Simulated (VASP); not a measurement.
Given:

```
AlRh
1.0
    0.00000     2.74043     2.74043
    2.74043     0.00000     2.74043
    2.74043     2.74043     0.00000
Rh Al
1 1
Direct
  0.00000   0.00000   0.00000
  0.25000   0.25000   0.25000
```

Method: PBE GGA, VASP's PBE PAW potentials (set 64) (plane waves; VASP). Settings: 400 eV cut-off, Gaussian smearing of 0.050 eV, potentials Rh_pv Al.

Q: Give the energies of bands 4 to 12 at the high-symmetry points, in eV from the Fermi level.

A: 
```json
[
 {"band": "4", "Γ": "-6.92", "X": "-4.02", "U": "-4.09", "L": "-4.81", "W": "-4.02"},
 {"band": "5", "Γ": "-2.34", "X": "-3.27", "U": "-2.83", "L": "-2.13", "W": "-2.65"},
 {"band": "6", "Γ": "-2.34", "X": "-1.19", "U": "-1.73", "L": "-2.13", "W": "-1.89"},
 {"band": "7", "Γ": "-2.34", "X": "-1.19", "U": "-1.41", "L": "-2.11", "W": "-1.55"},
 {"band": "8", "Γ": "-1.22", "X": "-0.89", "U": "-1.04", "L": "-0.97", "W": "-1.11"},
 {"band": "9", "Γ": "-1.22", "X": "-0.74", "U": "-0.28", "L": "-0.97", "W": "0.22"},
 {"band": "10", "Γ": "8.36", "X": "0.71", "U": "0.57", "L": "-0.11", "W": "0.98"},
 {"band": "11", "Γ": "8.36", "X": "2.81", "U": "1.76", "L": "5.96", "W": "1.25"},
 {"band": "12", "Γ": "8.36", "X": "2.81", "U": "3.85", "L": "5.96", "W": "2.80"}
]
```

It has no gap at this level: it comes out as a metal or semimetal.

The structure was generated: RhAl was put into the zinc blende type (F-43m), which need not be its known phase. It was relaxed first, which changed the volume by -27 %.
